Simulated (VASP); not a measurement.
Data:

```
CELL_PARAMETERS angstrom
      3.28096     0.00000     0.00000
      0.00000     5.32245     0.00000
      0.00000     0.00000     5.72152
ATOMIC_POSITIONS crystal
  Mg 0.00000 0.50000 0.66401
  Sn 0.00000 0.00000 0.99376
  Sn 0.50000 0.00000 0.50607
  Sn 0.50000 0.50000 0.16948
```

Level of theory: PBEsol GGA, VASP's PBE PAW potentials (set 64) (plane waves; VASP). Numerical set-up: 400 eV cut-off, 10×7×6 Γ-centred mesh, tetrahedra with Blöchl corrections, potentials Mg Sn_d.

Unless said otherwise, spin-orbit coupling is left out, though it shifts the bands of the heavy elements here.

Problem. Estimate the energy per atom (σ→0), band gap (on the k-mesh) with the smallest direct gap where there is one.

Solution. 
```yaml
band gap (on the k-mesh): none (metal, semimetal or under 0.01 eV)
energy per atom (σ→0): -3.662 eV/atom
```

Only differences to runs with the same potentials and settings are physical.

The structure comes from a computed database's MgSn3 entry (Pmm2); how it stands against other phases isn't given here. It was relaxed first.
